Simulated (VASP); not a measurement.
Data:

```xyz
2
Lattice="0.0000 2.1848 2.1848 2.1848 0.0000 2.1848 2.1848 2.1848 0.0000" Properties=species:S:1:pos:R:3 pbc="T T T"
Si     0.0000     0.0000     0.0000
C      1.0924     1.0924     1.0924
```

Level of theory: vdW-DF-cx, VASP's PBE PAW potentials (set 64) (plane waves; VASP 6.6.1). Settings: 520 eV cut-off, Gaussian smearing of 0.050 eV, potentials Si C.

Q: Give the energies of bands 2 to 6 at the high-symmetry points, in eV from the valence-band maximum.

A: 
```tsv
band	Γ	X	U	L	W
2	0.00	-7.76	-7.24	-8.51	-6.99
3	0.00	-3.18	-5.53	-1.05	-4.98
4	0.00	-3.18	-2.59	-1.05	-4.68
5	6.16	1.32	3.06	5.38	5.16
6	7.24	4.28	7.71	7.16	9.36
```

The gap is indirect, 1.32 eV, from the valence maximum at Γ to the conduction minimum at X.

Measured: gap 2.53 eV (computed value off by -1.21 eV), as given by Wei Chen et al., Physical Review Materials (2018), doi:10.1103/physrevmaterials.2.073803 [zero-point renormalisation of 0.11 eV added back (the table's ZPR column)].

The compound is SiC in the zinc blende structure. It was relaxed first.
